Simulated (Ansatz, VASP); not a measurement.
**SnH (Sn wire along [110], 8 atoms a period, H-terminated): VASP beside Ansatz**

Wanted: the spread between two codes on one cell, functional and k mesh. The cell is taken from a series of runs on this material, whose earlier steps may have relaxed, scaled, displaced or heated it; both programs get it as it stands.

Method: plane waves, with VASP 6.6.1 beside it; single point at HSE06, in Ansatz 0.2.0.

## (1) Set-up

The cell holds 16 atoms: 8 Sn and 8 H. Its edges and angles: a = 17.133 Å, b = 14.360 Å, c = 4.703 Å, α = 90.0°, β = 90.0°, γ = 90.0°. Vacuum lies along a and b. The structure's axis is c.

As a file:

```cif
data_structure
_symmetry_space_group_name_H-M 'P 1'
_symmetry_Int_Tables_number 1
_cell_length_a 17.1330
_cell_length_b 14.3600
_cell_length_c 4.7035
_cell_angle_alpha 90.000
_cell_angle_beta 90.000
_cell_angle_gamma 90.000
_cell_volume 1157.20
loop_
_atom_site_label
_atom_site_type_symbol
_atom_site_fract_x
_atom_site_fract_y
_atom_site_fract_z
_atom_site_occupancy
Sn1 Sn 0.35481 0.50000 0.00000 1
Sn2 Sn 0.45329 0.65925 0.00000 1
Sn3 Sn 0.45329 0.34075 0.00000 1
Sn4 Sn 0.73844 0.50000 0.00000 1
Sn5 Sn 0.26156 0.50000 0.50000 1
Sn6 Sn 0.54671 0.65925 0.50000 1
Sn7 Sn 0.54671 0.34075 0.50000 1
Sn8 Sn 0.64519 0.50000 0.50000 1
H9 H 0.39444 0.75810 0.00000 1
H10 H 0.79909 0.59665 0.00000 1
H11 H 0.79909 0.40335 0.00000 1
H12 H 0.20091 0.59665 0.50000 1
H13 H 0.20091 0.40335 0.50000 1
H14 H 0.60556 0.75810 0.50000 1
H15 H 0.60556 0.24190 0.50000 1
H16 H 0.39444 0.24190 0.00000 1
```

## (2) VASP: single point, HSE06

With cell and atoms fixed, the geometry can't cause a difference; cores, projectors, grids and the points listed under the comparison can.

Lines of VASP's logs that name or quote its potential files are left out, and so is its time.

The run reads the wave functions of an earlier VASP run, which isn't shown here.

INCAR reads:

```
SYSTEM = SnH
PREC = Accurate
ENCUT = 400
EDIFF = 1E-06
NELM = 100
ISMEAR = -1
SIGMA = 0.05
LREAL = .FALSE.
ALGO = Normal
LHFCALC = .TRUE.
AEXX = 0.25
GGA = PE
HFSCREEN = 0.208
LASPH = .TRUE.
NBANDS = 76
PRECFOCK = Fast
LORBIT = 11
LWAVE = .FALSE.
LCHARG = .FALSE.
ISIF = 2
```

POSCAR reads:

```
SnH
1.0
   17.1330000000      0.0000000000      0.0000000000
    0.0000000000     14.3600000000      0.0000000000
    0.0000000000      0.0000000000      4.7034842419
Sn H
8 8
Direct
    0.3548143080      0.5000000000      0.0000000000
    0.4532924730      0.6592511160      0.0000000000
    0.4532924730      0.3407488840      0.0000000000
    0.7384404220      0.5000000000      0.0000000000
    0.2615595780      0.5000000000      0.5000000000
    0.5467075270      0.6592511160      0.5000000000
    0.5467075270      0.3407488840      0.5000000000
    0.6451856920      0.5000000000      0.5000000000
    0.3944443600      0.7580998640      0.0000000000
    0.7990916520      0.5966539900      0.0000000000
    0.7990916520      0.4033460100      0.0000000000
    0.2009083480      0.5966539900      0.5000000000
    0.2009083480      0.4033460100      0.5000000000
    0.6055556400      0.7580998640      0.5000000000
    0.6055556400      0.2419001360      0.5000000000
    0.3944443600      0.2419001360      0.0000000000
```

KPOINTS reads:

```
Automatic mesh
0
Gamma
1 1 7
0 0 0
```

The projector-augmented-wave data sets are Sn_d and H (PBE family, release 64).

Launch:

```sh
$ export OMP_NUM_THREADS=3
$ mpirun -np 1 vasp_std
```

Numbers of over 12 decimals in the logs are rounded to 6 here.

Output:

```text
[banner, memory and clock lines left out]
running    1 mpi-ranks, on    1 nodes
 distrk:  each k-point on    1 cores,    1 groups
 distr:  one band on    1 cores,    1 groups
 Offloading initialized ...    1 GPUs detected
 POSCAR found type information on POSCAR SnH
 POSCAR found :  2 types and      16 ions
 LDA part: xc-table for (Slater+PW92), standard interpolation
 found WAVECAR, reading the header
 POSCAR, INCAR and KPOINTS ok, starting setup
 FFT: planning ... GRIDC
 FFT: planning ... GRID_SOFT
 FFT: planning ... GRID
 reading WAVECAR
 the WAVECAR file was read successfully
 initial charge from wavefunction
 entering main loop
       N       E                     dE             d eps       ncg     rms          rms(c)
DAV:   1    -0.641071472322E+02   -0.64107E+02   -0.21310E+00   708   0.846E+00    0.202E+00
DAV:   2    -0.641509914616E+02   -0.43844E-01   -0.24642E-01   716   0.176E+00    0.152E+00
DAV:   3    -0.641544716873E+02   -0.34802E-02   -0.22412E-02   840   0.718E-01    0.102E+00
DAV:   4    -0.641548557384E+02   -0.38405E-03   -0.11240E-03   896   0.196E-01    0.634E-01
DAV:   5    -0.641550631005E+02   -0.20736E-03   -0.36808E-04   752   0.728E-02    0.387E-01
DAV:   6    -0.641551578683E+02   -0.94768E-04   -0.55302E-05   784   0.335E-02    0.235E-01
DAV:   7    -0.641551949704E+02   -0.37102E-04   -0.14748E-05   728   0.195E-02    0.143E-01
DAV:   8    -0.641552109590E+02   -0.15989E-04   -0.28355E-06   536   0.853E-03    0.871E-02
DAV:   9    -0.641552188832E+02   -0.79242E-05   -0.14522E-06   448   0.779E-03    0.531E-02
DAV:  10    -0.641552235366E+02   -0.46534E-05   -0.75882E-07   408   0.715E-03    0.325E-02
DAV:  11    -0.641552267310E+02   -0.31944E-05   -0.57166E-07   420   0.585E-03    0.200E-02
DAV:  12    -0.641552292212E+02   -0.24902E-05   -0.36194E-07   428   0.540E-03    0.123E-02
DAV:  13    -0.641552312950E+02   -0.20739E-05   -0.26270E-07   436   0.387E-03    0.760E-03
DAV:  14    -0.641552331241E+02   -0.18291E-05   -0.16737E-07   456   0.349E-03    0.473E-03
DAV:  15    -0.641552347767E+02   -0.16526E-05   -0.11613E-07   440   0.244E-03    0.296E-03
DAV:  16    -0.641552362967E+02   -0.15200E-05   -0.76117E-08   448   0.211E-03    0.188E-03
DAV:  17    -0.641552377071E+02   -0.14104E-05   -0.52821E-08   440   0.151E-03    0.122E-03
DAV:  18    -0.641552390295E+02   -0.13224E-05   -0.35842E-08   448   0.127E-03    0.824E-04
DAV:  19    -0.641552402716E+02   -0.12421E-05   -0.25740E-08   440   0.923E-04    0.593E-04
DAV:  20    -0.641552414395E+02   -0.11679E-05   -0.17989E-08   440   0.786E-04    0.457E-04
DAV:  21    -0.641552425335E+02   -0.10940E-05   -0.13446E-08   432   0.564E-04    0.378E-04
DAV:  22    -0.641552435569E+02   -0.10233E-05   -0.97870E-09   420   0.500E-04    0.327E-04
DAV:  23    -0.641552445111E+02   -0.95425E-06   -0.77644E-09   428   0.358E-04
   1 F= -.64155245E+02 E0= -.64155245E+02  d E =-.217690E-08
```

From OUTCAR (step 2):

```text
ion  position               nearest neighbor table
   1  0.355  0.500  0.000-   2 2.84   3 2.84   5 2.84   5 2.84
   2  0.453  0.659  0.000-   9 1.74   1 2.84   6 2.84   6 2.84
   3  0.453  0.341  0.000-  16 1.74   1 2.84   7 2.84   7 2.84
   4  0.738  0.500  0.000-  10 1.73  11 1.73   8 2.84   8 2.84
   5  0.262  0.500  0.500-  12 1.73  13 1.73   1 2.84   1 2.84
   6  0.547  0.659  0.500-  14 1.74   8 2.84   2 2.84   2 2.84
   7  0.547  0.341  0.500-  15 1.74   8 2.84   3 2.84   3 2.84
   8  0.645  0.500  0.500-   6 2.84   7 2.84   4 2.84   4 2.84
   9  0.394  0.758  0.000-   2 1.74
  10  0.799  0.597  0.000-   4 1.73
  11  0.799  0.403  0.000-   4 1.73
  12  0.201  0.597  0.500-   5 1.73
  13  0.201  0.403  0.500-   5 1.73
  14  0.606  0.758  0.500-   6 1.74
  15  0.606  0.242  0.500-   7 1.74
  16  0.394  0.242  0.000-   3 1.74

  LATTYP: Found a simple orthorhombic cell.
 ALAT       =     4.7034842419
 B/A-ratio  =     3.0530558330
 C/A-ratio  =     3.6426187734

 Subroutine GETGRP returns: Found  8 space group operations
 (whereof  4 operations were pure point group operations)

The static configuration has the point symmetry C_2v.
 The point group associated with its full space group is D_2h.

 Found      4 irreducible k-points:

   k-points           NKPTS =      4   k-points in BZ     NKDIM =      7   number of bands    NBANDS=     76

   dimension x,y,z NGX =   112 NGY =   96 NGZ =   32
   dimension x,y,z NGXF=   224 NGYF=  192 NGZF=   64

   ENCUT  =  400.0 eV  29.40 Ry    5.42 a.u.  27.94 23.42  7.67*2*pi/ulx,y,z

   NELECT =     120.0000    total number of electrons

 k-points in reciprocal lattice and weights: Automatic mesh
   0.00000000  0.00000000  0.00000000       0.143
   0.00000000  0.00000000  0.14285714       0.286
   0.00000000  0.00000000  0.28571429       0.286
   0.00000000  0.00000000  0.42857143       0.286

  exchange ACFDT corr.  =         0.00000000  see jH, gK, PRB 81, 115126

 average (electrostatic) potential at core
       1-102.8701       2-102.8587       3-102.8587       4-102.8139       5-102.8139
       6-102.8587       7-102.8587       8-102.8701       9 -34.6473      10 -34.6123
      11 -34.6123      12 -34.6123      13 -34.6123      14 -34.6473      15 -34.6473
      16 -34.6473

 E-fermi :  -1.8582

 k-point     1 :       0.0000    0.0000    0.0000
  band No.  band energies     occupation
    ...
     56      -4.0617      2.00000
     57      -3.8843      2.00000
     58      -3.5485      2.00000
     59      -3.4326      2.00000
     60      -2.8293      2.00000
     61      -0.8615      0.00000
     62      -0.8199      0.00000
     63      -0.7818      0.00000
     64      -0.6036      0.00000
     65       0.7539      0.00000
    ...

 k-point     2 :       0.0000    0.0000    0.1429
  band No.  band energies     occupation
    ...
     56      -4.2969      2.00000
     57      -4.0983      2.00000
     58      -4.0841      2.00000
     59      -3.7212      2.00000
     60      -3.6935      2.00000
     61       0.0592      0.00000
     62       0.0752      0.00000
     63       0.1073      0.00000
     64       0.3776      0.00000
     65       0.7828      0.00000
    ...

 k-point     3 :       0.0000    0.0000    0.2857
  band No.  band energies     occupation
    ...
     56      -4.9686      2.00000
     57      -4.2985      2.00000
     58      -4.2267      2.00000
     59      -4.2099      2.00000
     60      -3.9834      2.00000
     61       0.2944      0.00000
     62       0.2998      0.00000
     63       0.4397      0.00000
     64       0.4477      0.00000
     65       0.8165      0.00000
    ...

  Total       -3.8011967     -3.7977865     -3.6055073      0.0000000      0.0000000      0.0000000
  in kB       -5.2628789     -5.2581574     -4.9919407      0.0000000      0.0000000      0.0000000
  external PRESSURE =      -5.1709923 kB  Pullay stress =       0.0000000 kB

  energy-cutoff  :      400.00
  volume of cell :     1157.20
      direct lattice vectors                 reciprocal lattice vectors
    17.133000000  0.000000000  0.000000000     0.058366894  0.000000000  0.000000000
     0.000000000 14.360000000  0.000000000     0.000000000  0.069637883  0.000000000
     0.000000000  0.000000000  4.703484242     0.000000000  0.000000000  0.212608345

 POSITION                                       TOTAL-FORCE (eV/Angst)
 -----------------------------------------------------------------------------------
      6.07903      7.18000      0.00000         0.038013      0.000000     -0.000000
      7.76626      9.46685      0.00000        -0.059168      0.024248      0.000000
      7.76626      4.89315      0.00000        -0.059168     -0.024248     -0.000000
     12.65170      7.18000      0.00000         0.074559      0.000000     -0.000000
      4.48130      7.18000      2.35174        -0.074559      0.000000     -0.000000
      9.36674      9.46685      2.35174         0.059168      0.024248     -0.000000
      9.36674      4.89315      2.35174         0.059168     -0.024248     -0.000000
     11.05397      7.18000      2.35174        -0.038013      0.000000     -0.000000
      6.75802     10.88631      0.00000         0.139277     -0.177692     -0.000000
     13.69084      8.56795      0.00000        -0.141612     -0.166272     -0.000000
     13.69084      5.79205      0.00000        -0.141612      0.166272     -0.000000
      3.44216      8.56795      2.35174         0.141612     -0.166272     -0.000000
      3.44216      5.79205      2.35174         0.141612      0.166272     -0.000000
     10.37498     10.88631      2.35174        -0.139277     -0.177692     -0.000000
     10.37498      3.47369      2.35174        -0.139277      0.177692     -0.000000
      6.75802      3.47369      0.00000         0.139277      0.177692     -0.000000
 -----------------------------------------------------------------------------------
    total drift:                                0.000001      0.000000      0.000000

  FREE ENERGIE OF THE ION-ELECTRON SYSTEM (eV)
  ---------------------------------------------------
  free  energy   TOTEN  =       -64.1552445111 eV

  energy  without entropy=      -64.1552445089  energy(sigma->0) =      -64.15524451

 total charge
# of ion       s       p       d       tot
------------------------------------------
    1        1.143   1.265   9.966  12.374
    2        1.128   1.306   9.986  12.421
    3        1.128   1.306   9.986  12.421
    4        1.112   1.361  10.008  12.480
    5        1.112   1.361  10.008  12.480
    6        1.128   1.306   9.986  12.421
    7        1.128   1.306   9.986  12.421
    8        1.143   1.265   9.966  12.374
    9        0.512   0.008   0.000   0.520
   10        0.516   0.008   0.000   0.524
   11        0.516   0.008   0.000   0.524
   12        0.516   0.008   0.000   0.524
   13        0.516   0.008   0.000   0.524
   14        0.512   0.008   0.000   0.520
   15        0.512   0.008   0.000   0.520
   16        0.512   0.008   0.000   0.520
--------------------------------------------------
tot         13.134  10.544  79.893 103.572

[... 1 further part left out ...]
```

[end of part 1 of 2]

[Lines on the potential files, build, host, timing and source positions are cut from VASP's logs without a mark.]

[Logs are printed without paths, hosts, clocks, repeated set-up lines and the standing remarks that a program may print on its own settings, such as how far it seeks lower states.]

[Hosts, paths, dates, database ids (printed as entryN), source tags and the programs' standing remarks are cut or masked in the printed files.]
